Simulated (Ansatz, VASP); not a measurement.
## Cross-check of C214N between VASP and Ansatz

One calculation is typed for both programs; each brings its own data sets. How far apart do they land? The cell is taken from a series of runs on this material, whose earlier steps may have relaxed, scaled, displaced or heated it; both programs get it as it stands.

Method: plane waves, with VASP 6.6.1 beside it; single point at PBE, in Ansatz 0.2.0.

**1. The structure**

The cell holds 215 atoms: 214 C and 1 N. Its edges and angles: a = 10.715 Å, b = 10.715 Å, c = 10.715 Å, α = 90.0°, β = 90.0°, γ = 90.0°. It derives from C (C (Fd-3m)). Nearest the centre at fractional (0.375, 0.375, 0.375): N215 at 0.94 Å, C31 at 1.94 Å, C16 at 1.94 Å, C78 at 1.94 Å, C105 at 2.03 Å, C107 at 2.03 Å, C106 at 2.03 Å, C36 at 2.61 Å. The cell carries charge −1.

**2. Ansatz: single point, PBE**

Ansatz runs on its default PAW (the set named soft_2) files.

With cell and atoms fixed, the geometry can't cause a difference; cores, projectors, grids and the points listed under the comparison can.

Contents of input.yaml:

```yaml
crystal:
  lattice:
    - [10.71468701, 0.0, 0.0]
    - [0.0, 10.71468701, 0.0]
    - [0.0, 0.0, 10.71468701]
  atoms:
    - { symbol: C, position: [3.030268e-05, -0.00024862283, -0.00015971036] }
    - { symbol: C, position: [-0.00045226438, 0.16623718863, 0.1663256702] }
    - { symbol: C, position: [0.16651496632, -0.00073249416, 0.16632563251] }
    - { symbol: C, position: [0.16651498263, 0.16623688896, -0.00064274756] }
    - { symbol: C, position: [0.08320622647, 0.08292792238, 0.08301680587] }
    - { symbol: C, position: [0.0825452912, 0.24925004976, 0.2493387644] }
    - { symbol: C, position: [0.24952866668, 0.08226284939, 0.249336789] }
    - { symbol: C, position: [0.24952839464, 0.2492483297, 0.082353543] }
    - { symbol: C, position: [-0.00024710626, -0.00052632152, 0.33322030398] }
    - { symbol: C, position: [0.00034504634, 0.16663127816, 0.49966114513] }
    - { symbol: C, position: [0.16690970382, 6.268525e-05, 0.49966322771] }
    - { symbol: C, position: [0.1651969905, 0.16491216576, 0.33276785587] }
    - { symbol: C, position: [0.08279520027, 0.0825128049, 0.41620854535] }
    - { symbol: C, position: [0.08464625792, 0.2502010164, 0.58223685099] }
    - { symbol: C, position: [0.25047881341, 0.08436355144, 0.58223751805] }
    - { symbol: C, position: [0.24991012995, 0.2496383651, 0.41184499215] }
    - { symbol: C, position: [0.00033192853, 5.2544e-05, 0.66648925681] }
    - { symbol: C, position: [0.00021328021, 0.1666159729, 0.83298158281] }
    - { symbol: C, position: [0.166894566, -6.534306e-05, 0.83298170915] }
    - { symbol: C, position: [0.16728070181, 0.16699969275, 0.66603012696] }
    - { symbol: C, position: [0.08370121337, 0.0834224356, 0.74956388147] }
    - { symbol: C, position: [0.08337565414, 0.24980333199, 0.91622027144] }
    - { symbol: C, position: [0.25008163501, 0.08309658411, 0.9162201395] }
    - { symbol: C, position: [0.25063067097, 0.25035099091, 0.74940367549] }
    - { symbol: C, position: [-0.00024598846, 0.33313135872, -0.000436583] }
    - { symbol: C, position: [0.00034555314, 0.49957242635, 0.16672097553] }
    - { symbol: C, position: [0.16519860941, 0.33268015219, 0.16500530748] }
    - { symbol: C, position: [0.16691079695, 0.49957370524, 0.00015325139] }
    - { symbol: C, position: [0.08279651508, 0.41611916105, 0.08260462392] }
    - { symbol: C, position: [0.08464696195, 0.58214718117, 0.25029025032] }
    - { symbol: C, position: [0.24991761603, 0.4117529801, 0.24973310701] }
    - { symbol: C, position: [0.25048003147, 0.58214759944, 0.0844555985] }
    - { symbol: C, position: [0.00012990819, 0.33308044057, 0.33316930547] }
    - { symbol: C, position: [0.00061298248, 0.49985578575, 0.49994389858] }
    - { symbol: C, position: [0.1687534264, 0.33395286918, 0.49809475356] }
    - { symbol: C, position: [0.16875369931, 0.49800625018, 0.33404126677] }
    - { symbol: C, position: [0.08412793649, 0.41642123965, 0.41650888447] }
    - { symbol: C, position: [0.0839896187, 0.58318545094, 0.58327391996] }
    - { symbol: C, position: [0.25266486683, 0.41739974353, 0.58165520167] }
    - { symbol: C, position: [0.25266282758, 0.58156832552, 0.41748916873] }
    - { symbol: C, position: [0.00078139635, 0.33342011683, 0.66614913364] }
    - { symbol: C, position: [0.00031891373, 0.49986403451, 0.83340633363] }
    - { symbol: C, position: [0.16698656974, 0.33325880323, 0.83304456991] }
    - { symbol: C, position: [0.16707326374, 0.49973788166, 0.66672849863] }
    - { symbol: C, position: [0.08374865747, 0.41670297875, 0.74989074104] }
    - { symbol: C, position: [0.08372668877, 0.58315400595, 0.91678334463] }
    - { symbol: C, position: [0.25029439614, 0.41651747617, 0.91658570482] }
    - { symbol: C, position: [0.25053840654, 0.58335314464, 0.75002721246] }
    - { symbol: C, position: [0.00033232566, 0.6664000939, 0.0001419662] }
    - { symbol: C, position: [0.0002138758, 0.83289219021, 0.16670483965] }
    - { symbol: C, position: [0.16728096718, 0.66594085307, 0.16709002156] }
    - { symbol: C, position: [0.16689487302, 0.83289176953, 2.373316e-05] }
    - { symbol: C, position: [0.08370194913, 0.74947404923, 0.08351152678] }
    - { symbol: C, position: [0.083375575, 0.91613059141, 0.24989216078] }
    - { symbol: C, position: [0.25063101145, 0.74931397519, 0.25044085467] }
    - { symbol: C, position: [0.2500817353, 0.91613023005, 0.08318545605] }
    - { symbol: C, position: [0.0007817739, 0.66606023397, 0.33350903333] }
    - { symbol: C, position: [0.00031828213, 0.83331741637, 0.49995315167] }
    - { symbol: C, position: [0.16707249929, 0.6666401528, 0.49982775148] }
    - { symbol: C, position: [0.16698678181, 0.83295575866, 0.33334815621] }
    - { symbol: C, position: [0.08374830248, 0.74980201129, 0.41679237975] }
    - { symbol: C, position: [0.08372603974, 0.91669358912, 0.58324348245] }
    - { symbol: C, position: [0.25053756065, 0.74993812739, 0.58344265771] }
[... 36 lines left out ...]
    - { symbol: C, position: [0.49828001821, 0.33395044066, 0.16856081483] }
    - { symbol: C, position: [0.50013155419, 0.4998547487, 0.00042476868] }
    - { symbol: C, position: [0.41669527374, 0.41642002952, 0.08393932284] }
    - { symbol: C, position: [0.41767466047, 0.58156232592, 0.25247908634] }
    - { symbol: C, position: [0.58184052637, 0.41739981451, 0.25247411337] }
    - { symbol: C, position: [0.58346310438, 0.58318464084, 0.0838003308] }
    - { symbol: "N", position: [0.32437521357, 0.32408496315, 0.32417730277] }
    - { symbol: C, position: [0.33207692479, 0.5052789691, 0.50536721025] }
    - { symbol: C, position: [0.50555258174, 0.33180308505, 0.50536736011] }
    - { symbol: C, position: [0.50555253135, 0.50527324434, 0.33189440272] }
    - { symbol: C, position: [0.41668328783, 0.5834282133, 0.58351641221] }
    - { symbol: C, position: [0.58370493192, 0.41640455393, 0.58351641559] }
    - { symbol: C, position: [0.58370849187, 0.58342874843, 0.41649144658] }
    - { symbol: C, position: [0.33406068108, 0.33378396616, 0.66592679905] }
    - { symbol: C, position: [0.33372356245, 0.49990820089, 0.8333569775] }
    - { symbol: C, position: [0.50018631572, 0.33344503716, 0.83335773471] }
    - { symbol: C, position: [0.50052932186, 0.50025124376, 0.66670281026] }
    - { symbol: C, position: [0.41714271825, 0.41686487907, 0.74972434256] }
    - { symbol: C, position: [0.41696239842, 0.5831379113, 0.91696896101] }
    - { symbol: C, position: [0.58341611269, 0.41668441077, 0.91696927113] }
    - { symbol: C, position: [0.5835946852, 0.58331665997, 0.75013498992] }
    - { symbol: C, position: [0.33369893878, 0.66605959263, 0.00059202377] }
    - { symbol: C, position: [0.33353757511, 0.83295554205, 0.1667967262] }
    - { symbol: C, position: [0.50001519036, 0.66663856737, 0.1668846792] }
    - { symbol: C, position: [0.50014265334, 0.83331643432, 0.00012802078] }
    - { symbol: C, position: [0.41698136898, 0.74980167373, 0.08355917171] }
    - { symbol: C, position: [0.41679570478, 0.91649585143, 0.25010466362] }
    - { symbol: C, position: [0.58363289988, 0.74993778965, 0.25034951677] }
    - { symbol: C, position: [0.58343372841, 0.91669314279, 0.08353594778] }
    - { symbol: C, position: [0.33406174216, 0.66583711832, 0.33387314156] }
    - { symbol: C, position: [0.33372336747, 0.83326770861, 0.49999683592] }
    - { symbol: C, position: [0.50053072671, 0.66661469797, 0.50033918067] }
    - { symbol: C, position: [0.50018652928, 0.83326789828, 0.33353389131] }
    - { symbol: C, position: [0.41714349433, 0.74963521454, 0.41695313124] }
    - { symbol: C, position: [0.41696192327, 0.91687916074, 0.58322714153] }
    - { symbol: C, position: [0.58359508045, 0.75004627488, 0.58340548559] }
    - { symbol: C, position: [0.58341591567, 0.91687999539, 0.41677308892] }
    - { symbol: C, position: [0.33424121684, 0.66759734385, 0.66768611872] }
    - { symbol: C, position: [0.33371333648, 0.83347428356, 0.8335640387] }
    - { symbol: C, position: [0.50034118869, 0.66673925737, 0.83366128112] }
    - { symbol: C, position: [0.50034122147, 0.83357258463, 0.66682817634] }
    - { symbol: C, position: [0.41693989122, 0.7504987123, 0.75058769035] }
    - { symbol: C, position: [0.41681414978, 0.91655747915, 0.91664724674] }
    - { symbol: C, position: [0.58359789534, 0.74997932063, 0.91691622333] }
    - { symbol: C, position: [0.58359756064, 0.9168279275, 0.75006788815] }
    - { symbol: C, position: [0.666679091, 5.266826e-05, 0.0001412871] }
    - { symbol: C, position: [0.66621892845, 0.16700161507, 0.16708957493] }
    - { symbol: C, position: [0.83317227073, -6.543192e-05, 0.16670501486] }
    - { symbol: C, position: [0.8331718767, 0.16661638734, 2.331402e-05] }
    - { symbol: C, position: [0.74975393312, 0.08342268509, 0.08351119592] }
    - { symbol: C, position: [0.7495920441, 0.25035274197, 0.2504412152] }
    - { symbol: C, position: [0.91641095368, 0.08309719398, 0.24989270215] }
    - { symbol: C, position: [0.91641066249, 0.24980418373, 0.08318612116] }
    - { symbol: C, position: [0.66633865443, 0.00050204389, 0.33350978633] }
    - { symbol: C, position: [0.66691353289, 0.16679800024, 0.49982581223] }
    - { symbol: C, position: [0.83359590125, 4.065291e-05, 0.49995313734] }
    - { symbol: C, position: [0.83323524133, 0.16670830221, 0.333348306] }
    - { symbol: C, position: [0.7500803124, 0.08347148093, 0.41679194925] }
    - { symbol: C, position: [0.75021595266, 0.25026158493, 0.58344183835] }
    - { symbol: C, position: [0.91697357479, 0.08344818967, 0.58324288196] }
    - { symbol: C, position: [0.91677655811, 0.25001558724, 0.41660600973] }
    - { symbol: C, position: [0.66687054033, 0.0002165948, 0.66668090116] }
    - { symbol: C, position: [0.66675206447, 0.16677915586, 0.8334361025] }
    - { symbol: C, position: [0.83348835133, 1.027264e-05, 0.83329856426] }
    - { symbol: C, position: [0.83362619019, 0.16677962671, 0.6665612705] }
    - { symbol: C, position: [0.75017595516, 0.08348771143, 0.74998614231] }
    - { symbol: C, position: [0.74991706062, 0.25000056882, 0.91691767666] }
    - { symbol: C, position: [0.91672283052, 0.0832609599, 0.91653285325] }
    - { symbol: C, position: [0.91710757709, 0.25000059034, 0.74972721021] }
    - { symbol: C, position: [0.66633909383, 0.33342101951, 0.00059066201] }
    - { symbol: C, position: [0.66691750941, 0.49973765471, 0.16688327317] }
    - { symbol: C, position: [0.83323507396, 0.3332598986, 0.16679668663] }
    - { symbol: C, position: [0.833597013, 0.49986409201, 0.00012883772] }
    - { symbol: C, position: [0.75008168738, 0.41670365887, 0.08355833578] }
    - { symbol: C, position: [0.75021726464, 0.58335408227, 0.25034800997] }
    - { symbol: C, position: [0.91677669768, 0.41651744951, 0.25010446217] }
    - { symbol: C, position: [0.91697435853, 0.58315386217, 0.08353682682] }
    - { symbol: C, position: [0.66611179906, 0.33378362456, 0.33387131238] }
    - { symbol: C, position: [0.66689284684, 0.50025201336, 0.50033987304] }
    - { symbol: C, position: [0.83354756952, 0.33344485115, 0.49999643354] }
    - { symbol: C, position: [0.83354747361, 0.49990814751, 0.33353324649] }
    - { symbol: C, position: [0.74991293537, 0.4168645211, 0.4169533803] }
    - { symbol: C, position: [0.75032525294, 0.58331693268, 0.58340553597] }
    - { symbol: C, position: [0.91715963546, 0.41668433076, 0.58322675864] }
    - { symbol: C, position: [0.91715924245, 0.58313817515, 0.41677282463] }
    - { symbol: C, position: [0.6678741713, 0.3339637061, 0.66768493076] }
    - { symbol: C, position: [0.66701791311, 0.5000632135, 0.83366196957] }
    - { symbol: C, position: [0.83375351621, 0.33343538688, 0.83356376217] }
    - { symbol: C, position: [0.83385200531, 0.50006326494, 0.6668286696] }
    - { symbol: C, position: [0.75077705016, 0.41666160537, 0.75058776385] }
    - { symbol: C, position: [0.75025844306, 0.58331943077, 0.9169169305] }
    - { symbol: C, position: [0.916838354, 0.41653587882, 0.91664804949] }
    - { symbol: C, position: [0.91710701951, 0.58331968402, 0.75006854618] }
    - { symbol: C, position: [0.66687103691, 0.66659240658, 0.00030504046] }
    - { symbol: C, position: [0.66675232482, 0.83334736857, 0.16686780962] }
    - { symbol: C, position: [0.83362760568, 0.66647278035, 0.16686788447] }
    - { symbol: C, position: [0.83348859715, 0.8332096124, 9.927526e-05] }
    - { symbol: C, position: [0.75017686436, 0.74989727902, 0.08357668947] }
    - { symbol: C, position: [0.74991769126, 0.91682870573, 0.25008897313] }
    - { symbol: C, position: [0.91710834726, 0.74963841307, 0.2500889172] }
    - { symbol: C, position: [0.91672339034, 0.91644363192, 0.08334965759] }
    - { symbol: C, position: [0.66787718903, 0.66759820178, 0.3340522017] }
    - { symbol: C, position: [0.66701817741, 0.83357268606, 0.50015207231] }
    - { symbol: C, position: [0.83385175544, 0.66673986093, 0.50015162217] }
    - { symbol: C, position: [0.83375364639, 0.83347551131, 0.33352389699] }
    - { symbol: C, position: [0.75077785658, 0.75049983838, 0.41675010851] }
    - { symbol: C, position: [0.75025775158, 0.91682819033, 0.5834082811] }
    - { symbol: C, position: [0.91710672345, 0.7499793826, 0.5834083754] }
    - { symbol: C, position: [0.91683720778, 0.91655940706, 0.41662472446] }
    - { symbol: C, position: [0.66702924516, 0.66675099041, 0.66683962326] }
    - { symbol: C, position: [0.66689806116, 0.83337339631, 0.8334616345] }
    - { symbol: C, position: [0.83365190644, 0.66661986529, 0.83346208037] }
    - { symbol: C, position: [0.83365174759, 0.83337289898, 0.66670857366] }
    - { symbol: C, position: [0.7503052579, 0.75002666927, 0.75011547475] }
    - { symbol: C, position: [0.75014342553, 0.91667451931, 0.91676309822] }
    - { symbol: C, position: [0.9169534517, 0.74986470903, 0.91676349913] }
    - { symbol: C, position: [0.91695339469, 0.91667415957, 0.74995369762] }
  host:
    repeats: [3, 3, 3]
    atoms:
      - { symbol: C, position: [0.0, 0.0, 0.0] }
      - { symbol: C, position: [0.0, 0.5, 0.5] }
      # ... 6 more atoms of the perfect host
total_charge: -1
basis:
  ecutwfc: 420
  xc_grid: 2
hamiltonian:
  xc: pbe
kpoints:
  mp_grid: { grid: [1, 1, 1] }
magnetization:
  spin_polarized: true
  initial_magnetization: 2
  spin_locking: { lock_magnetization: hard }
scf:
  occupations: { method: fermi_dirac, width: 0.01 }
  max_iter: 60
  n_extra_bands: 16
  lower_state_search: "off"
output:
  forces: true
checkpoint:
  read: "../exc.ground.qm1_M2.run"
  write: "../exc0_qm1_M2.ground.lm0.4.run"
  compress: false
  write_wavefunctions: false
  write_every: 100000
```

The run is started by

```console
> ansatz run input.yaml --threads 12 --pin off --max-ram 56524MiB --backend cuda --events-out ev --progress --plain --runs-dir out
```

The log of the run:

```text
Warning: the atoms were moved onto the symmetric positions of the space group found under crystal.symmetry.tolerance 1.0e-5 (fractional; no operation is sought that the atoms, as they stand in a round [...]
Warning: at least one further symmetry operation maps every atom of the structure, as the run holds it, onto an atom to within 2.06e-5 (fractional), and is not used: no operation is sought that the at [...]
Warning: the band count 448 (scf.n_extra_bands) hosts the net moment |M| = 2.0000 μB (N_el = 862) but caps the reachable moment at 2·n_bands − N_el = 34.0000 μB, below the 647 bands that the automatic [...]
Warning: checkpoint.read: the run can stay near the saved state's solution: 215 site(s) moved relative to the saved geometry (max |Δs| = 2.197e-3 fractional); the SCF starts from the saved state under [...]
[...]
SCF 1 converged in 7 iterations: F = -54034.276559 eV  dr2 = 3.85e-9
[...]
SCF converged after 7 iterations
[...]
```

[end of part 1 of 2]

[Lines on the potential files, build, host, timing and source positions are cut from VASP's logs without a mark.]

[Logs are printed without paths, hosts, clocks, repeated set-up lines and the standing remarks that a program may print on its own settings, such as how far it seeks lower states.]

[Hosts, paths, dates, database ids (printed as entryN), source tags and the programs' standing remarks are cut or masked in the printed files.]
